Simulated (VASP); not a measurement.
# LaLuN2 (P6_3/mmc) in VASP: notebook

One crystal, LaLuN2, is run at these levels: PBE; tasks: equation of state.

All numbers are computed with VASP 6.6.1; they aren't measurements. Logs are shortened: lines on timing, memory, paths and dates and some standing lists are left out, and cuts for length are marked.

## (1) The crystal as given

It takes space group P6_3/mmc (No. 194, hexagonal). The conventional cell has a = 3.489 Å, b = 3.489 Å, c = 11.849 Å, α = 90.00°, β = 90.00°, γ = 120.00°. La (site symmetry -6m2) is surrounded by 6 N at 2.58 Å. Lu (site symmetry -3m) is surrounded by 6 N at 2.42 Å. N (site symmetry 3m) is surrounded by 3 Lu at 2.42 Å and 3 La at 2.58 Å.

The cell was built by a generator and needn't be a form met in nature.

## (2) Equation of state, PBE, 15.61 Å³/atom

INCAR reads:

```
PREC     = Accurate       # precision mode
ENCUT    = 520            # plane-wave cutoff, eV
EDIFF    = 1E-6           # SCF threshold, eV
ISMEAR   = 0              # smearing method
SIGMA    = 0.1            # smearing width, eV
LREAL    = F              # projectors in reciprocal space
LASPH    = T              # aspherical terms in the spheres
NELM     = 100            # most SCF steps
ALGO     = Normal         # electronic algorithm
ISIF     = 4              # what is computed and relaxed
LWAVE    = F              # write WAVECAR
LCHARG   = F              # write CHGCAR
GGA      = PE             # functional
IBRION   = 2              # ionic algorithm
NSW      = 30             # ionic steps
EDIFFG   = -0.02          # ionic threshold
KPAR     = 4
```

KPOINTS reads:

```
regular mesh
0
Gamma
  10 10 4
```

POSCAR reads:

```
LaLuN2
1.0
    3.4887320000      0.0000000000      0.0000000000
   -1.7443660000      3.0213300000      0.0000000000
    0.0000000000      0.0000000000     11.8492500000
La Lu N
2 2 4
Direct
    0.3333330000      0.6666670000      0.2500000000
    0.6666670000      0.3333330000      0.7500000000
    0.0000000000      0.0000000000      0.5000000000
    0.0000000000      0.0000000000      0.0000000000
    0.3333330000      0.6666670000      0.8865930000
    0.6666670000      0.3333330000      0.1134070000
    0.6666670000      0.3333330000      0.3865930000
    0.3333330000      0.6666670000      0.6134070000
```

Potentials or basis: VASP PAW PBE potentials, release 64 (La, Lu, N).

The run is started by

```
> cat potpaw_PBE.64/La/POTCAR potpaw_PBE.64/Lu/POTCAR potpaw_PBE.64/N/POTCAR > POTCAR
> mpirun -np 4 vasp_std > vasp.out
```

OUTCAR:

```text
PREC = Accurate
   ENCUT = 520
   EDIFF = 1E-6
   ISMEAR = 0
   LREAL = F
   LASPH = T
   NELM = 100
   ISIF = 4
   GGA = PE
   IBRION = 2
   NSW = 30
   EDIFFG = -0.02

 ion  position               nearest neighbor table
   1  0.333  0.667  0.250-   6 2.58   7 2.58   6 2.58   7 2.58   6 2.58   7 2.58   3 3.58   4 3.58
                             3 3.58   4 3.58   3 3.58   4 3.58
   2  0.667  0.333  0.750-   5 2.58   8 2.58   5 2.58   8 2.58   5 2.58   8 2.58   3 3.58   4 3.58
                             3 3.58   4 3.58   3 3.58   4 3.58
   3  0.000  0.000  0.500-   7 2.42   8 2.42   8 2.42   7 2.42   7 2.42   8 2.42   1 3.58   2 3.58
                             1 3.58   2 3.58   1 3.58   2 3.58
   4  0.000  0.000  0.000-   5 2.42   6 2.42   5 2.42   6 2.42   6 2.42   5 2.42   1 3.58   2 3.58
                             1 3.58   2 3.58   1 3.58   2 3.58
   5  0.333  0.667  0.887-   4 2.42   4 2.42   4 2.42   2 2.58   2 2.58   2 2.58
   6  0.667  0.333  0.113-   4 2.42   4 2.42   4 2.42   1 2.58   1 2.58   1 2.58
   7  0.667  0.333  0.387-   3 2.42   3 2.42   3 2.42   1 2.58   1 2.58   1 2.58
   8  0.333  0.667  0.613-   3 2.42   3 2.42   3 2.42   2 2.58   2 2.58   2 2.58

  LATTYP: Found a hexagonal cell.
 ALAT       =     3.4887320000
 C/A-ratio  =     3.3964345785

  Lattice vectors:

 A1 = (   3.4887320000,   0.0000000000,   0.0000000000)
 A2 = (  -1.7443660000,   3.0213300000,   0.0000000000)
 A3 = (   0.0000000000,   0.0000000000,  11.8492500000)

Analysis of symmetry for initial positions (statically):
=====================================================================
 Subroutine PRICEL returns:
 Original cell was already a primitive cell.

 Routine SETGRP: Setting up the symmetry group for a
 hexagonal supercell.

 Subroutine GETGRP returns: Found 24 space group operations
 (whereof 12 operations were pure point group operations)
 out of a pool of 24 trial point group operations.

The static configuration has the point symmetry D_3d.
 The point group associated with its full space group is D_6h.

Analysis of symmetry for dynamics (positions and initial velocities):
=====================================================================
 Subroutine PRICEL returns:
 Original cell was already a primitive cell.

 Routine SETGRP: Setting up the symmetry group for a
 hexagonal supercell.

 Subroutine GETGRP returns: Found 24 space group operations
 (whereof 12 operations were pure point group operations)
 out of a pool of 24 trial point group operations.
[... 122 lines left out ...]
   POTIM  = 0.5000    time-step for ionic-motion
   TEBEG  =    0.0;   TEEND  =   0.0 temperature during run
   PSTRESS=    0.0 pullay stress
   NELECT =      92.0000    total number of electrons
   NUPDOWN=      -1.0000    fix difference up-down
   EMIN   =  10.00;   EMAX   =-10.00  energy-range for DOS
   EFERMI =   0.00;   METHOD = LEGACY
   ISMEAR =     0;   SIGMA  =   0.10  broadening in eV -4-tet -1-fermi 0-gaus
   EFERMI_NEDOS =   21; number of points for ismear=-14 and -15
   IALGO  =     38    algorithm
   IMIX   =      4    mixing-type and parameters
     AMIX     =   0.40;   BMIX     =  1.00
     AMIX_MAG =   1.60;   BMIX_MAG =  1.00
  volume/ion in A,a.u.               =      15.61       105.36
  Fermi-wavevector in a.u.,A,eV,Ry     =   1.478491  2.793942 29.741443  2.185934
  Thomas-Fermi vector in A             =   2.592765
   LORBIT       =      0    0 simple, 1 ext, 2 COOP (PROOUT), +10 PAW based schemes
   GGA     = PE    functional components
   LHFCALC =     F    Hartree Fock is set to
   AEXX    =    0.0000 exact exchange contribution
   IVDW    =     0    specifies the selected vdW correction
   LEPSILON=     F    determine dielectric tensor
   LRPA    =     F    only Hartree local field effects (RPA)
 conjugate gradient relaxation of ions
 non-spin polarized calculation
 Gauss-broadening in eV      SIGMA  =   0.10
  energy-cutoff  :      520.00
  volume of cell :      124.90
 maximum number of plane-waves:      3404
 NGX is ok and might be reduce to    28
   NGX = 13   NGY = 13   NGZ = 45

 number of electron      91.9999982 magnetization

 Free energy of the ion-electron system (eV)
  ---------------------------------------------------
  ext. energy  EPLUGINS =         0.00000000
  ---------------------------------------------------
  free energy    TOTEN  =       -64.04103083 eV

  energy without entropy =      -64.04101344  energy(sigma->0) =      -64.04102214

 E-fermi :   6.6847     XC(G=0): -11.5747

 val. band max:        6.5156920453   @ k =   0.0000   0.0000   0.0000
 cond. band min:       6.8814889346   @ k =   0.5000  -0.0000   0.0000
 fundamental gap:      0.3657968893
 Fermi energy:         6.6847273100

 k-point     1 :       0.0000    0.0000    0.0000
  band No.  band energies     occupation
      1     -48.1185      2.00000
      2     -48.1185      2.00000
      3     -24.9950      2.00000
      4     -24.9910      2.00000
      5     -18.9899      2.00000
      6     -18.9653      2.00000
[... 1381 lines left out ...]
     54      10.0680      0.00000
     55      10.3767      0.00000

 [... further k-points ...]

------------------------ aborting loop because EDIFF is reached ----------------------------------------

  FORCE on cell =-STRESS in cart. coord.  units (eV):
  Direction    XX          YY          ZZ          XY          YZ          ZX
  --------------------------------------------------------------------------------------
  -------------------------------------------------------------------------------------
  Total        0.0507137      0.0507137      0.0607867      0.0000000      0.0000000     -0.0000000
  in kB        0.6505478      0.6505476      0.7797627      0.0000000      0.0000000     -0.0000000
  external PRESSURE =       0.6936193 kB  Pullay stress =       0.0000000 kB

 VOLUME and BASIS-vectors are now :
 -----------------------------------------------------------------------------
  energy-cutoff  :      520.00
  volume of cell :      124.90
      direct lattice vectors                 reciprocal lattice vectors
     3.488732000  0.000000000  0.000000000     0.286637093  0.165490033  0.000000000
    -1.744366000  3.021330000  0.000000000     0.000000000  0.330980065  0.000000000
     0.000000000  0.000000000 11.849250000     0.000000000  0.000000000  0.084393527

 POSITION                                       TOTAL-FORCE (eV/Angst)
 -----------------------------------------------------------------------------------
     -0.00000      2.01422      2.96231         0.000000     -0.000000      0.000000
      1.74437      1.00711      8.88694        -0.000000      0.000000      0.000000
      0.00000      0.00000      5.92462        -0.000000      0.000000      0.000000
      0.00000      0.00000      0.00000         0.000000      0.000000      0.000000
     -0.00000      2.01422     10.50546         0.000000      0.000000      0.000226
      1.74437      1.00711      1.34379        -0.000000      0.000000     -0.000226
      1.74437      1.00711      4.58084        -0.000000      0.000000      0.000226
     -0.00000      2.01422      7.26841         0.000000     -0.000000     -0.000226
 -----------------------------------------------------------------------------------
    total drift:                               -0.007014      0.004049     -0.002429

  FREE ENERGIE OF THE ION-ELECTRON SYSTEM (eV)
  ---------------------------------------------------
  free  energy   TOTEN  =       -64.0410308292 eV

  energy  without entropy=      -64.0410134416  energy(sigma->0) =      -64.04102214

 reached required accuracy - stopping structural energy minimisation
```

OSZICAR:

```text
N       E                     dE             d eps       ncg     rms          rms(c)
DAV:   1     0.102920068920E+04    0.10292E+04   -0.31970E+04  6328   0.456E+03
DAV:   2     0.237334850965E+03   -0.79187E+03   -0.72749E+03  6044   0.750E+02
DAV:   3    -0.141479361093E+02   -0.25148E+03   -0.24168E+03  6628   0.320E+02
DAV:   4    -0.680154932955E+02   -0.53868E+02   -0.51613E+02  7622   0.117E+02
DAV:   5    -0.732378356796E+02   -0.52223E+01   -0.51559E+01  8488   0.395E+01    0.202E+01
DAV:   6    -0.635631776247E+02    0.96747E+01   -0.79367E+01  7896   0.692E+01    0.890E+00
DAV:   7    -0.639817592419E+02   -0.41858E+00   -0.14990E+01  8576   0.238E+01    0.564E+00
DAV:   8    -0.640269952141E+02   -0.45236E-01   -0.21225E+00  8984   0.107E+01    0.204E+00
DAV:   9    -0.640285149409E+02   -0.15197E-02   -0.60756E-01  8032   0.573E+00    0.851E-01
DAV:  10    -0.640373303439E+02   -0.88154E-02   -0.10436E-01  7928   0.363E+00    0.342E-01
DAV:  11    -0.640402195413E+02   -0.28892E-02   -0.38746E-02  7720   0.124E+00    0.149E-01
DAV:  12    -0.640410378412E+02   -0.81830E-03   -0.91215E-03  8664   0.505E-01    0.987E-02
DAV:  13    -0.640410170696E+02    0.20772E-04   -0.19561E-03  8056   0.420E-01    0.425E-02
DAV:  14    -0.640410287106E+02   -0.11641E-04   -0.34314E-04  8536   0.203E-01    0.201E-02
DAV:  15    -0.640410298853E+02   -0.11747E-05   -0.95366E-05  8072   0.501E-02    0.727E-03
DAV:  16    -0.640410308292E+02   -0.94390E-06   -0.91913E-06  6048   0.289E-02
   1 F= -.64041031E+02 E0= -.64041022E+02  d E =-.640410E+02
```

CONTCAR:

```text
LaLuN2
   1.00000000000000
     3.4887320000000002    0.0000000000000000    0.0000000000000000
    -1.7443660000000001    3.0213299999999998    0.0000000000000000
     0.0000000000000000    0.0000000000000000   11.8492499999999996
  La              Lu              N
     2     2     4
Direct
     0.3333330000000032    0.6666669999999968    0.2500000000000000
     0.6666669999999968    0.3333330000000032    0.7500000000000000
     0.0000000000000000    0.0000000000000000    0.5000000000000000
     0.0000000000000000    0.0000000000000000    0.0000000000000000
     0.3333330000000032    0.6666669999999968    0.8865929999999977
     0.6666669999999968    0.3333330000000032    0.1134070000000023
     0.6666669999999968    0.3333330000000032    0.3865929999999977
     0.3333330000000032    0.6666669999999968    0.6134070000000023

  0.00000000E+00  0.00000000E+00  0.00000000E+00
  0.00000000E+00  0.00000000E+00  0.00000000E+00
  0.00000000E+00  0.00000000E+00  0.00000000E+00
  0.00000000E+00  0.00000000E+00  0.00000000E+00
  0.00000000E+00  0.00000000E+00  0.00000000E+00
  0.00000000E+00  0.00000000E+00  0.00000000E+00
  0.00000000E+00  0.00000000E+00  0.00000000E+00
  0.00000000E+00  0.00000000E+00  0.00000000E+00
```

Run time: 1.9 min. Hardware: 4 MPI ranks of Intel Xeon Platinum 8488C (Sapphire Rapids), shared host; peak memory 0.43 GiB.

Results:

```yaml
Free_energy: -64.0410 eV
Pressure: 0.1 GPa
Band_gap_on_the_k_mesh: 0.37 eV, indirect (least direct gap 0.85 eV)
```

Caveat: spin-orbit coupling is left out, which moves the levels of the heavy elements.

## (3) Equation of state, PBE, 15.14 Å³/atom (volume scaled by 0.97)

INCAR is that of step 2.

KPOINTS is that of step 2.

POSCAR: that of step 2 with these lines changed.

```diff
@@ -2,5 +2,5 @@
 1.0
-    3.4887320000      0.0000000000      0.0000000000
-   -1.7443660000      3.0213300000      0.0000000000
-    0.0000000000      0.0000000000     11.8492500000
+    3.4534898733      0.0000000000      0.0000000000
+   -1.7267449367      2.9908094285      0.0000000000
+    0.0000000000      0.0000000000     11.7295524224
 La Lu N
```

Potentials or basis: VASP PAW PBE potentials, release 64 (La, Lu, N).

The run is started by

```
> cat potpaw_PBE.64/La/POTCAR potpaw_PBE.64/Lu/POTCAR potpaw_PBE.64/N/POTCAR > POTCAR
> mpirun -np 4 vasp_std > vasp.out
```

It took 2.8 min on 4 MPI ranks of Intel Xeon Platinum 8488C (Sapphire Rapids), shared host; peak memory 0.42 GiB.

Results (log left out):

```
Free energy            : -63.9863 eV
Pressure               : 4.6 GPa
Band gap on the k mesh : 0.35 eV, indirect (least direct gap 0.82 eV)
```

Caveat: spin-orbit coupling is left out, which moves the levels of the heavy elements.

## (4) Equation of state, PBE, 16.08 Å³/atom (volume scaled by 1.03)

INCAR is that of step 3.

KPOINTS is that of step 3.

POSCAR: that of step 3 with these lines changed.

```diff
@@ -2,5 +2,5 @@
 1.0
-    3.4534898733      0.0000000000      0.0000000000
-   -1.7267449367      2.9908094285      0.0000000000
-    0.0000000000      0.0000000000     11.7295524224
+    3.5232761476      0.0000000000      0.0000000000
+   -1.7616380738      3.0512461040      0.0000000000
+    0.0000000000      0.0000000000     11.9665769373
 La Lu N
```

The run is started by

```
> cat potpaw_PBE.64/La/POTCAR potpaw_PBE.64/Lu/POTCAR potpaw_PBE.64/N/POTCAR > POTCAR
> mpirun -np 4 vasp_std > vasp.out
```

It took 2.7 min on 4 MPI ranks of Intel Xeon Platinum 8488C (Sapphire Rapids), shared host; peak memory 0.45 GiB.

It converged, with:

- Free energy: -63.9967 eV
- Pressure: -3.9 GPa
- Largest force: 0.006 eV/Å
- Band gap on the k mesh: 0.38 eV, indirect (least direct gap 0.87 eV)

Caveat: spin-orbit coupling is left out, which moves the levels of the heavy elements.

## (5) Equation of state, PBE, 14.68 Å³/atom (volume scaled by 0.94)

INCAR is that of step 4.

KPOINTS is that of step 4.

POSCAR: that of step 4 with these lines changed.

```diff
@@ -2,5 +2,5 @@
 1.0
-    3.5232761476      0.0000000000      0.0000000000
-   -1.7616380738      3.0512461040      0.0000000000
-    0.0000000000      0.0000000000     11.9665769373
+    3.4175134042      0.0000000000      0.0000000000
+   -1.7087567021      2.9596528978      0.0000000000
+    0.0000000000      0.0000000000     11.6073606987
 La Lu N
```

The run is started by

```
> cat potpaw_PBE.64/La/POTCAR potpaw_PBE.64/Lu/POTCAR potpaw_PBE.64/N/POTCAR > POTCAR
> mpirun -np 4 vasp_std > vasp.out
```

Wall time 2.7 min (4 MPI ranks of Intel Xeon Platinum 8488C (Sapphire Rapids), shared host); peak memory 0.42 GiB.

The run converged. Its results:

- Free energy: -63.8163 eV
- Pressure: 9.8 GPa
- Band gap on the k mesh: 0.33 eV, indirect (least direct gap 0.79 eV)

Caveat: spin-orbit coupling is left out, which moves the levels of the heavy elements.

## (6) Equation of state, PBE, 16.55 Å³/atom (volume scaled by 1.06)

INCAR is that of step 5.

KPOINTS is that of step 5.

POSCAR: that of step 5 with these lines changed.

```diff
@@ -2,5 +2,5 @@
 1.0
-    3.4175134042      0.0000000000      0.0000000000
-   -1.7087567021      2.9596528978      0.0000000000
-    0.0000000000      0.0000000000     11.6073606987
+    3.5571558812      0.0000000000      0.0000000000
+   -1.7785779406      3.0805868088      0.0000000000
+    0.0000000000      0.0000000000     12.0816472361
 La Lu N
```

Potentials or basis: VASP PAW PBE potentials, release 64 (La, Lu, N).

The run is started by

```
> cat potpaw_PBE.64/La/POTCAR potpaw_PBE.64/Lu/POTCAR potpaw_PBE.64/N/POTCAR > POTCAR
> mpirun -np 4 vasp_std > vasp.out
```

Run time: 2.7 min. Hardware: 4 MPI ranks of Intel Xeon Platinum 8488C (Sapphire Rapids), shared host; peak memory 0.45 GiB.

Results (log left out):

- Free energy: -63.8671 eV
- Pressure: -7.3 GPa
- Largest force: 0.014 eV/Å
- Band gap on the k mesh: 0.39 eV, indirect (least direct gap 0.89 eV)

Caveat: spin-orbit coupling is left out, which moves the levels of the heavy elements.

## (7) Equation of state, PBE, 14.21 Å³/atom (volume scaled by 0.91)

INCAR is that of step 6.

KPOINTS is that of step 6.

POSCAR: that of step 6 with these lines changed.

```diff
@@ -2,5 +2,5 @@
 1.0
-    3.5571558812      0.0000000000      0.0000000000
-   -1.7785779406      3.0805868088      0.0000000000
-    0.0000000000      0.0000000000     12.0816472361
+    3.3807631000      0.0000000000      0.0000000000
+   -1.6903815500      2.9278262065      0.0000000000
+    0.0000000000      0.0000000000     11.4825406948
 La Lu N
```

The run is started by

```
> cat potpaw_PBE.64/La/POTCAR potpaw_PBE.64/Lu/POTCAR potpaw_PBE.64/N/POTCAR > POTCAR
> mpirun -np 4 vasp_std > vasp.out
```

Wall time 3.3 min (4 MPI ranks of Intel Xeon Platinum 8488C (Sapphire Rapids), shared host); peak memory 0.42 GiB.

Results (log left out):

- Free energy: -63.5119 eV
- Pressure: 16.1 GPa
- Largest force: 0.009 eV/Å
- Band gap on the k mesh: 0.30 eV, indirect (least direct gap 0.75 eV)

Caveat: spin-orbit coupling is left out, which moves the levels of the heavy elements.

## (8) Equation of state, PBE, 17.02 Å³/atom (volume scaled by 1.09)

INCAR is that of step 7.

KPOINTS is that of step 7.

POSCAR: that of step 7 with these lines changed.

```diff
@@ -2,5 +2,5 @@
 1.0
-    3.3807631000      0.0000000000      0.0000000000
-   -1.6903815500      2.9278262065      0.0000000000
-    0.0000000000      0.0000000000     11.4825406948
+    3.5904022557      0.0000000000      0.0000000000
+   -1.7952011278      3.1093790085      0.0000000000
+    0.0000000000      0.0000000000     12.1945663720
 La Lu N
```

The run is started by

```
> cat potpaw_PBE.64/La/POTCAR potpaw_PBE.64/Lu/POTCAR potpaw_PBE.64/N/POTCAR > POTCAR
> mpirun -np 4 vasp_std > vasp.out
```

It took 4.6 min on 4 MPI ranks of Intel Xeon Platinum 8488C (Sapphire Rapids), shared host; peak memory 0.46 GiB.

It converged, with:

| Item | Value |
| --- | --- |
| Free energy | -63.6646 eV |
| Pressure | -10.2 GPa |
| Largest force | 0.012 eV/Å |
| Band gap on the k mesh | 0.41 eV, indirect (least direct gap 0.91 eV) |

Caveat: spin-orbit coupling is left out, which moves the levels of the heavy elements.
